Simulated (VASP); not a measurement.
Given:

```
HfO2
1.0
    0.00000     2.51051     2.51051
    2.51051     0.00000     2.51051
    2.51051     2.51051     0.00000
Hf O
1 2
Cartesian
  0.00000   0.00000   0.00000
  1.25526   1.25526   1.25526
  3.76577   3.76577   3.76577
```

The numbers are results of PBEsol GGA, VASP's PBE PAW potentials (set 64) (plane waves; VASP), not measurements. Settings: 520 eV cut-off, 9×9×9 Γ-centred mesh, Gaussian smearing of 0.050 eV, potentials Hf_pv O.

**Question.** The job: HfO2 (fluorite), 3 atoms, PBEsol, static run, 520 eV, 9×9×9 Γ-centred mesh. Roughly how much core time does it take on a busy server core?

**Answer.** About 9 core-seconds (one run on a shared machine, a rough figure). It had 35 irreducible k-points, 15 bands, up to 881 plane waves and 14 electronic steps.

The compound is HfO2 in the fluorite structure, the high-temperature cubic form, which is unstable at 0 K; the monoclinic form is the stable one. It was relaxed first.
